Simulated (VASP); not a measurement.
These are r2SCAN meta-GGA, VASP's PBE PAW potentials (set 64) (plane waves; VASP) values and carry that method's errors.

VASP input:

File POSCAR:
```
TiGe
1
   -0.0000000000     2.5855559934     2.5855559934
    2.5855559934    -0.0000000000     2.5855559934
    2.5855559934     2.5855559934    -0.0000000000
Ge Ti
1 1
Direct
  0.0000000000   0.0000000000   0.0000000000
  0.5000000000   0.5000000000   0.5000000000
```

### INCAR
```
# general
SYSTEM  = TiGe
PREC    = Accurate
ENCUT   = 400   # plane-wave cut-off (eV)
LREAL   = .FALSE.
LASPH   = .TRUE.   # aspherical one-centre terms

# electronic loop
EDIFF   = 1E-7
NELM    = 100
ALGO    = Normal
LMAXMIX = 4
LMIXTAU = .TRUE.

# smearing
ISMEAR  = -5

# functional
METAGGA = R2SCAN

# ions
ISIF    = 2

# output
LWAVE   = .FALSE.
LCHARG  = .FALSE.
LORBIT  = 11   # lm-projected
NEDOS   = 601
```

KPOINTS_OPT:
```
k-points along high-symmetry lines
10
Line-mode
Reciprocal
  0.000000   0.000000   0.000000 ! GAMMA
  0.500000   0.000000   0.500000 ! X

  0.500000   0.000000   0.500000 ! X
  0.625000   0.250000   0.625000 ! U

  0.375000   0.375000   0.750000 ! K
  0.000000   0.000000   0.000000 ! GAMMA

  0.000000   0.000000   0.000000 ! GAMMA
  0.500000   0.500000   0.500000 ! L

  0.500000   0.500000   0.500000 ! L
  0.500000   0.250000   0.750000 ! W

  0.500000   0.250000   0.750000 ! W
  0.500000   0.000000   0.500000 ! X
```

**KPOINTS**
```
Automatic mesh
0
Gamma
14 14 14
0 0 0
```

POTCAR, in this order: Ge_d Ti_sv (PBE.64 set). Program: vasp_std.

The run wrote:

File OUTCAR:
```
 ion  position               nearest neighbor table
   1  0.000  0.000  0.000-   2 2.59   2 2.59   2 2.59   2 2.59   2 2.59   2 2.59
   2  0.500  0.500  0.500-   1 2.59   1 2.59   1 2.59   1 2.59   1 2.59   1 2.59
  LATTYP: Found a face centered cubic cell.
 ALAT       =     5.1711119868
 Subroutine PRICEL returns:
 Original cell was already a primitive cell.
 Subroutine GETGRP returns: Found 48 space group operations
The static configuration has the point symmetry O_h .
The dynamic configuration has the point symmetry O_h .
 Subroutine INISYM returns: Found 48 space group operations
 Subroutine IBZKPT returns following result:
 Found    104 irreducible k-points:

 Following reciprocal coordinates:
            Coordinates               Weight
  0.000000  0.000000  0.000000      1.000000
  0.071429  0.000000  0.000000      8.000000
  0.142857  0.000000  0.000000      8.000000
  0.214286  0.000000  0.000000      8.000000
  0.285714  0.000000  0.000000      8.000000
  0.357143  0.000000  0.000000      8.000000
  0.428571  0.000000  0.000000      8.000000
  0.500000  0.000000  0.000000      4.000000
  0.071429  0.071429  0.000000      6.000000
...
```

### OSZICAR
```
       N       E                     dE             d eps       ncg     rms          rms(c)
DAV:   1     0.164199703099E+03    0.16420E+03   -0.12871E+04  3669   0.313E+03
DAV:   2    -0.103981580214E+02   -0.17460E+03   -0.17308E+03  3585   0.499E+02
DAV:   3    -0.332838665338E+02   -0.22886E+02   -0.22734E+02  5980   0.146E+02
DAV:   4    -0.344599586522E+02   -0.11761E+01   -0.11695E+01  4523   0.265E+01
DAV:   5    -0.344950797809E+02   -0.35121E-01   -0.35136E-01  5418   0.393E+00    0.124E+01
DAV:   6    -0.280235052598E+02    0.64716E+01   -0.24026E+01  4472   0.491E+01    0.357E+00
DAV:   7    -0.278965122558E+02    0.12699E+00   -0.34086E+00  3975   0.176E+01    0.227E+00
DAV:   8    -0.278797288320E+02    0.16783E-01   -0.13334E+00  4552   0.672E+00    0.177E+00
DAV:   9    -0.278763137353E+02    0.34151E-02   -0.78191E-02  5105   0.242E+00    0.131E+00
DAV:  10    -0.279098622436E+02   -0.33549E-01   -0.26283E-01  3894   0.383E+00    0.146E-01
DAV:  11    -0.279202224262E+02   -0.10360E-01   -0.18786E-02  3813   0.115E+00    0.877E-02
DAV:  12    -0.279204940878E+02   -0.27166E-03   -0.35182E-03  4250   0.458E-01    0.580E-02
DAV:  13    -0.279210644207E+02   -0.57033E-03   -0.18023E-03  3701   0.353E-01    0.307E-02
DAV:  14    -0.279210869619E+02   -0.22541E-04   -0.11635E-04  4427   0.954E-02    0.223E-02
DAV:  15    -0.279211870200E+02   -0.10006E-03   -0.10761E-04  4276   0.915E-02    0.692E-03
DAV:  16    -0.279211036996E+02    0.83320E-04   -0.27290E-05  5099   0.399E-02    0.166E-03
DAV:  17    -0.279211497614E+02   -0.46062E-04   -0.35690E-06  3757   0.137E-02    0.117E-03
DAV:  18    -0.279211395506E+02    0.10211E-04   -0.72574E-08  2575   0.297E-03    0.761E-04
DAV:  19    -0.279211537398E+02   -0.14189E-04   -0.14233E-07  2775   0.423E-03    0.488E-04
DAV:  20    -0.279211526919E+02    0.10479E-05   -0.14412E-08  1875   0.160E-03    0.252E-04
DAV:  21    -0.279211532547E+02   -0.56275E-06   -0.26037E-09  1846   0.647E-04    0.802E-05
DAV:  22    -0.279211528205E+02    0.43414E-06   -0.92251E-10  1848   0.356E-04    0.360E-05
DAV:  23    -0.279211531633E+02   -0.34274E-06   -0.63562E-10  1838   0.307E-04    0.296E-05
DAV:  24    -0.279211530322E+02    0.13103E-06   -0.35985E-10  1841   0.192E-04    0.266E-05
DAV:  25    -0.279211531755E+02   -0.14331E-06   -0.17741E-10  1823   0.140E-04    0.158E-05
DAV:  26    -0.279211531457E+02    0.29832E-07   -0.74501E-11  1837   0.808E-05
   1 F= -.27921153E+02 E0= -.27921153E+02  d E =0.000000E+00
       N       E                     dE             ncg
```

File OUTCAR:
```
------------------------ aborting loop because EDIFF is reached ----------------------------------------
  FORCE on cell =-STRESS in cart. coord.  units (eV):
  Direction    XX          YY          ZZ          XY          YZ          ZX
  --------------------------------------------------------------------------------------
  Total       -0.0000019     -0.0000019     -0.0000019      0.0000000      0.0000000      0.0000000
  in kB       -0.0000889     -0.0000889     -0.0000889      0.0000000      0.0000000      0.0000000
  external PRESSURE =      -0.0000889 kB  Pullay stress =       0.0000000 kB
  volume of cell :       34.57
      direct lattice vectors                 reciprocal lattice vectors
     0.000000000  2.585555993  2.585555993    -0.193382004  0.193382004  0.193382004
     2.585555993  0.000000000  2.585555993     0.193382004 -0.193382004  0.193382004
     2.585555993  2.585555993  0.000000000     0.193382004  0.193382004 -0.193382004
 POSITION                                       TOTAL-FORCE (eV/Angst)
 -----------------------------------------------------------------------------------
      0.00000      0.00000      0.00000        -0.000000     -0.000000     -0.000000
      2.58556      2.58556      2.58556         0.000000      0.000000      0.000000
 -----------------------------------------------------------------------------------
    total drift:                                0.000000     -0.000000     -0.000000
  FREE ENERGIE OF THE ION-ELECTRON SYSTEM (eV)
  ---------------------------------------------------
  free  energy   TOTEN  =       -27.9211531457 eV

  energy  without entropy=      -27.9211531457  energy(sigma->0) =      -27.92115315

 total charge

# of ion       s       p       d       tot
------------------------------------------
    1        1.145   1.437  10.004  12.587
    2        2.156   6.121   1.925  10.202
--------------------------------------------------
tot          3.301   7.558  11.929  22.789
```
(Selected blocks of OUTCAR.)

For a metal the tetrahedron method with Blöchl corrections gives inexact stress and forces.

The structure was generated: TiGe was put into the rocksalt type (Fm-3m), which need not be its known phase. It was relaxed first, which changed the volume by -22 %.
